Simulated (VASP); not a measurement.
Method: PBEsol GGA, VASP's PBE PAW potentials (set 64) (plane waves; VASP). For the first row: Settings: 400 eV cut-off, 13×13×13 Γ-centred mesh, tetrahedra with Blöchl corrections, potentials Zr_sv Ru_pv.

```tsv
system	energy (eV/atom)
ZrRu (space group Pm-3m)	-10.2615
Zr (hcp)	-9.0803
Ru (hcp)	-10.1697
```

The references are the elements' solids at the same level; no temperature or zero-point terms are added.

Question: What is the formation energy per atom of ZrRu?

Answer: The references average (1×(-9.0803) + 1×(-10.1697))/2 = -9.6250 eV, so the formation energy is -10.2615 − (-9.6250) = -0.636 eV/atom.
